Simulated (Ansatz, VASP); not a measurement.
# HfO2 in two plane-wave programs, part 3 of 3

Aim: how closely do two programs agree when they are given the same cell, functional and k mesh? The cell is taken from a series of runs on this material, whose earlier steps may have relaxed, scaled, displaced or heated it; both programs get it as it stands.

VASP 6.6.1 and Ansatz 0.2.0.

So far: The structure; Ansatz: zone-centre phonons, LDA; VASP: zone-centre phonons, LDA.

### 3. VASP: zone-centre phonons, LDA (continued)

Level of this step: LDA; plane waves and PAW (O, Hf_pv) (VASP).

Numbers of over 12 decimals in the logs are rounded to 6 here.

From OUTCAR (step 3):

```text
ion  position               nearest neighbor table
   1  0.000  0.500  0.722-   5 2.04   5 2.04   6 2.20   6 2.20
   2  0.500  0.000  0.778-   6 2.04   6 2.04   5 2.20   5 2.20
   3  0.500  0.000  0.278-   5 2.04   5 2.04   6 2.20   6 2.20
   4  0.000  0.500  0.222-   6 2.04   6 2.04   5 2.20   5 2.20
   5  0.500  0.500  0.500-   1 2.04   3 2.04   3 2.04   1 2.04   2 2.20   2 2.20   4 2.20   4 2.20
                             6 3.47   6 3.47   6 3.47   6 3.47   6 3.47   6 3.47   6 3.47   6 3.47
   6  0.000  0.000  0.000-   2 2.04   4 2.04   4 2.04   2 2.04   1 2.20   3 2.20   1 2.20   3 2.20
                             5 3.47   5 3.47   5 3.47   5 3.47   5 3.47   5 3.47   5 3.47   5 3.47

  LATTYP: Found a simple tetragonal cell.
 ALAT       =     3.4558753756
 C/A-ratio  =     1.4234970835

 Subroutine GETGRP returns: Found 16 space group operations
 (whereof  8 operations were pure point group operations)

The static configuration has the point symmetry D_2d.
 The point group associated with its full space group is D_4h.

 Found     60 irreducible k-points:

   k-points           NKPTS =     60   k-points in BZ     NKDIM =     60   number of bands    NBANDS=     28

   dimension x,y,z NGX =    28 NGY =   28 NGZ =   40
   dimension x,y,z NGXF=    56 NGYF=   56 NGZF=   80

   ENCUT  =  600.0 eV  44.10 Ry    6.64 a.u.   6.90  6.90  9.83*2*pi/ulx,y,z

   NELECT =      44.0000    total number of electrons

 k-points in reciprocal lattice and weights: Automatic mesh
   0.00000000  0.00000000  0.00000000       0.003
   0.12500000  0.00000000  0.00000000       0.010
   0.25000000  0.00000000  0.00000000       0.010
   0.37500000  0.00000000  0.00000000       0.010
   0.50000000  0.00000000  0.00000000       0.005
   0.12500000  0.12500000  0.00000000       0.010
   0.25000000  0.12500000  0.00000000       0.021
   0.37500000  0.12500000  0.00000000       0.021
   0.50000000  0.12500000  0.00000000       0.010
[...]
0.50000000  0.37500000  0.50000000       0.010
   0.50000000  0.50000000  0.50000000       0.003

 average (electrostatic) potential at core
       1 -69.8891       2 -69.8891       3 -69.8891       4 -69.8891       5 -36.1000
       6 -36.1000

 Eigenvectors and eigenvalues of the dynamical matrix
 ----------------------------------------------------

   1 f  =   22.593056 THz   141.956355 2PiTHz  753.623216 cm-1    93.437328 meV
             X         Y         Z           dx          dy          dz
      0.000000  1.727938  3.552134    -0.000000    0.000000    0.500000
      1.727938  0.000000  3.827009     0.000000    0.000000    0.500000
      1.727938  0.000000  1.367294     0.000000    0.000000   -0.500000
      0.000000  1.727938  1.092420    -0.000000   -0.000000   -0.500000
      1.727938  1.727938  2.459714     0.000000   -0.000000   -0.000000
      0.000000  0.000000  0.000000    -0.000000    0.000000    0.000000

   2 f  =   21.603582 THz   135.739312 2PiTHz  720.617942 cm-1    89.345198 meV
             X         Y         Z           dx          dy          dz
      0.000000  1.727938  3.552134    -0.647685   -0.022844    0.000000
      1.727938  0.000000  3.827009     0.647685    0.022844   -0.000000
      1.727938  0.000000  1.367294    -0.054855   -0.269723    0.000000
      0.000000  1.727938  1.092420     0.054855    0.269723    0.000000
      1.727938  1.727938  2.459714     0.059985    0.024980    0.000000
      0.000000  0.000000  0.000000    -0.059985   -0.024980    0.000000

   3 f  =   21.603582 THz   135.739312 2PiTHz  720.617942 cm-1    89.345198 meV
             X         Y         Z           dx          dy          dz
      0.000000  1.727938  3.552134     0.269723   -0.054855    0.000000
      1.727938  0.000000  3.827009    -0.269723    0.054855    0.000000
      1.727938  0.000000  1.367294     0.022844   -0.647685   -0.000000
      0.000000  1.727938  1.092420    -0.022844    0.647685   -0.000000
      1.727938  1.727938  2.459714    -0.024980    0.059985    0.000000
      0.000000  0.000000  0.000000     0.024980   -0.059985   -0.000000

   4 f  =   20.002391 THz   125.678726 2PiTHz  667.207931 cm-1    82.723203 meV
             X         Y         Z           dx          dy          dz
      0.000000  1.727938  3.552134    -0.000000    0.000000   -0.497427
      1.727938  0.000000  3.827009     0.000000   -0.000000    0.497427
      1.727938  0.000000  1.367294    -0.000000    0.000000   -0.497427
      0.000000  1.727938  1.092420    -0.000000   -0.000000    0.497427
      1.727938  1.727938  2.459714    -0.000000   -0.000000    0.071639
      0.000000  0.000000  0.000000     0.000000   -0.000000   -0.071639

   5 f  =   16.877839 THz   106.046587 2PiTHz  562.984095 cm-1    69.801100 meV
             X         Y         Z           dx          dy          dz
      0.000000  1.727938  3.552134    -0.045935    0.445405    0.000000
      1.727938  0.000000  3.827009     0.045935   -0.445405   -0.000000
      1.727938  0.000000  1.367294     0.545969   -0.037474   -0.000000
      0.000000  1.727938  1.092420    -0.545969    0.037474    0.000000
      1.727938  1.727938  2.459714     0.003299    0.002692    0.000000
      0.000000  0.000000  0.000000    -0.003299   -0.002692    0.000000

   6 f  =   16.877839 THz   106.046587 2PiTHz  562.984095 cm-1    69.801100 meV
             X         Y         Z           dx          dy          dz
      0.000000  1.727938  3.552134     0.037474    0.545969    0.000000
      1.727938  0.000000  3.827009    -0.037474   -0.545969   -0.000000
      1.727938  0.000000  1.367294    -0.445405   -0.045935    0.000000
      0.000000  1.727938  1.092420     0.445405    0.045935    0.000000
      1.727938  1.727938  2.459714    -0.002692    0.003299   -0.000000
      0.000000  0.000000  0.000000     0.002692   -0.003299    0.000000

   7 f  =   14.355370 THz    90.197450 2PiTHz  478.843602 cm-1    59.369013 meV
             X         Y         Z           dx          dy          dz
      0.000000  1.727938  3.552134     0.591726   -0.052592   -0.000000
      1.727938  0.000000  3.827009     0.591726   -0.052592    0.000000
      1.727938  0.000000  1.367294    -0.094223    0.330277    0.000000
      0.000000  1.727938  1.092420    -0.094223    0.330277   -0.000000
      1.727938  1.727938  2.459714    -0.149042   -0.083189   -0.000000
      0.000000  0.000000  0.000000    -0.149042   -0.083189   -0.000000

   8 f  =   14.355370 THz    90.197450 2PiTHz  478.843602 cm-1    59.369013 meV
             X         Y         Z           dx          dy          dz
      0.000000  1.727938  3.552134     0.330277    0.094223   -0.000000
      1.727938  0.000000  3.827009     0.330277    0.094223   -0.000000
      1.727938  0.000000  1.367294    -0.052592   -0.591726    0.000000
      0.000000  1.727938  1.092420    -0.052592   -0.591726    0.000000
      1.727938  1.727938  2.459714    -0.083189    0.149042    0.000000
      0.000000  0.000000  0.000000    -0.083189    0.149042   -0.000000

   9 f  =   10.551270 THz    66.295582 2PiTHz  351.952470 cm-1    43.636525 meV
             X         Y         Z           dx          dy          dz
      0.000000  1.727938  3.552134    -0.000000   -0.000000    0.460402
      1.727938  0.000000  3.827009    -0.000000   -0.000000    0.460402
      1.727938  0.000000  1.367294    -0.000000    0.000000    0.460402
      0.000000  1.727938  1.092420     0.000000    0.000000    0.460402
      1.727938  1.727938  2.459714    -0.000000   -0.000000   -0.275788
      0.000000  0.000000  0.000000    -0.000000    0.000000   -0.275788

  10 f  =    8.111843 THz    50.968215 2PiTHz  270.581969 cm-1    33.547873 meV
             X         Y         Z           dx          dy          dz
      0.000000  1.727938  3.552134    -0.000000    0.000000    0.050657
      1.727938  0.000000  3.827009    -0.000000    0.000000   -0.050657
      1.727938  0.000000  1.367294     0.000000    0.000000    0.050657
      0.000000  1.727938  1.092420     0.000000    0.000000   -0.050657
      1.727938  1.727938  2.459714     0.000000   -0.000000    0.703468
      0.000000  0.000000  0.000000    -0.000000    0.000000   -0.703468

  11 f  =    6.833173 THz    42.934089 2PiTHz  227.930101 cm-1    28.259718 meV
             X         Y         Z           dx          dy          dz
      0.000000  1.727938  3.552134    -0.046448   -0.309817   -0.000000
      1.727938  0.000000  3.827009    -0.046448   -0.309817    0.000000
      1.727938  0.000000  1.367294    -0.595349   -0.024171    0.000000
      0.000000  1.727938  1.092420    -0.595349   -0.024171   -0.000000
      1.727938  1.727938  2.459714     0.191967    0.099899    0.000000
      0.000000  0.000000  0.000000     0.191967    0.099899   -0.000000

  12 f  =    6.833173 THz    42.934089 2PiTHz  227.930101 cm-1    28.259718 meV
             X         Y         Z           dx          dy          dz
      0.000000  1.727938  3.552134     0.024171   -0.595349   -0.000000
      1.727938  0.000000  3.827009     0.024171   -0.595349    0.000000
      1.727938  0.000000  1.367294     0.309817   -0.046448    0.000000
      0.000000  1.727938  1.092420     0.309817   -0.046448   -0.000000
      1.727938  1.727938  2.459714    -0.099899    0.191967   -0.000000
      0.000000  0.000000  0.000000    -0.099899    0.191967    0.000000

  13 f  =    6.766034 THz    42.512244 2PiTHz  225.690592 cm-1    27.982055 meV
             X         Y         Z           dx          dy          dz
      0.000000  1.727938  3.552134    -0.000000    0.000000   -0.500000
      1.727938  0.000000  3.827009    -0.000000    0.000000    0.500000
      1.727938  0.000000  1.367294    -0.000000    0.000000    0.500000
      0.000000  1.727938  1.092420    -0.000000    0.000000   -0.500000
      1.727938  1.727938  2.459714     0.000000   -0.000000   -0.000000
      0.000000  0.000000  0.000000     0.000000   -0.000000   -0.000000
    [... 43 further lines ...]
      1.727938  1.727938  2.459714    -0.650588    0.027745   -0.000000
      0.000000  0.000000  0.000000    -0.650588    0.027745   -0.000000

 MACROSCOPIC STATIC DIELECTRIC TENSOR IONIC CONTRIBUTION
 ------------------------------------------------------
          22.625477     0.000000    -0.000000
           0.000000    22.625477     0.000000
          -0.000000     0.000000    13.853644
 ------------------------------------------------------

 ELASTIC MODULI CONTR FROM IONIC RELAXATION (kBar)
 Direction    XX          YY          ZZ          XY          YZ          ZX
 --------------------------------------------------------------------------------
 XX        -924.4883    566.3853   -471.5427      0.0000     -0.0000      0.0000
 YY         566.3853   -924.4883   -471.5427      0.0000     -0.0000      0.0000
 ZZ        -471.5427   -471.5427  -1241.8356      0.0000     -0.0000      0.0000
 XY           0.0000      0.0000      0.0000      0.0000      0.0000      0.0000
 YZ          -0.0000     -0.0000     -0.0000      0.0000   -770.1245     -0.0000
 ZX           0.0000      0.0000      0.0000      0.0000     -0.0000   -795.4833
 --------------------------------------------------------------------------------

 PIEZOELECTRIC TENSOR IONIC CONTR  for field in x, y, z        (C/m^2)
          XX          YY          ZZ          XY          YZ          ZX
  --------------------------------------------------------------------------------
  x    -0.00000    -0.00000    -0.00000     0.00000     0.00000    -0.00000
  y     0.00000     0.00000     0.00000     0.00000     0.00000     0.00000
  z     0.00000    -0.00000     0.00000     0.00000     0.00000     0.00000
```

Harder data sets than Hf_pv exist (the GW ones), and pressures, volumes and forces can shift noticeably with them.

### 4. Side by side

Known differences besides the potentials themselves: the two LDA forms differ slightly; fixed occupations in Ansatz, narrow Gaussian smearing in VASP; VASP's response is taken on the typed mesh, Ansatz refines its own for the field response alone; the data sets hold 76 valence electrons in Ansatz (on its PAW soft_1 files) and 44 in VASP; the cutoff is 420 eV in Ansatz and 600 eV in VASP; VASP's log shows a relativistic correction to its local exchange, Ansatz's none. Total energies have different zeros and are not compared.

Both answers:

```tsv
quantity	Ansatz	VASP	difference
ε∞ xx	5.40	5.33	+1.40 %
ε∞ yy	5.40	5.33	+1.40 %
ε∞ zz	5.17	5.10	+1.32 %
Born charge of O1 (mean of the diagonal) (e)	-2.75	-2.73	-0.02
Born charge of Hf5 (mean of the diagonal) (e)	5.51	5.47	+0.04
optical mode 1 to 2 (cm⁻¹)	125.0	126.8	-1.42 %
optical mode 3 (cm⁻¹)	225.1	225.7	-0.27 %
optical mode 4 to 5 (cm⁻¹)	229.0	227.9	+0.46 %
optical mode 6 (cm⁻¹)	271.1	270.6	+0.20 %
optical mode 7 (cm⁻¹)	351.7	352.0	-0.07 %
optical mode 8 to 9 (cm⁻¹)	478.4	478.8	-0.08 %
optical mode 10 to 11 (cm⁻¹)	562.2	563.0	-0.14 %
optical mode 12 (cm⁻¹)	667.1	667.2	-0.01 %
optical mode 13 to 14 (cm⁻¹)	719.6	720.6	-0.14 %
optical mode 15 (cm⁻¹)	753.6	753.6	+0.00 %
```

Modes are paired by rising frequency, not by their patterns, so a pair may set unlike modes beside each other; they are those without the splitting of longitudinal modes.

### 5. Results

```
r.m.s. difference of the optical zone-centre modes, each program's sorted by frequency (zone-centre phonons, LDA) : 0.93 cm⁻¹
difference in optical mode 1 to 2 (zone-centre phonons, LDA)                                                      : -1.4 %
```

**Reading.** The r.m.s. difference of the optical zone-centre modes, each program's sorted by frequency is 0.93 cm⁻¹ (zone-centre phonons, LDA). The data sets hold unlike numbers of valence electrons (76 in Ansatz and 44 in VASP), so part of the differences comes from the potentials. Among the rows given in per cent, the largest difference of the zone-centre phonons, LDA pair is in optical mode 1 to 2, -1.4 %. How closely two codes agree says nothing of how well the functional describes the real material.

[Lines on the potential files, build, host, timing and source positions are cut from VASP's logs without a mark.]

[Logs are printed without paths, hosts, clocks, repeated set-up lines and the standing remarks that a program may print on its own settings, such as how far it seeks lower states.]

[Hosts, paths, dates, database ids (printed as entryN), source tags and the programs' standing remarks are cut or masked in the printed files.]
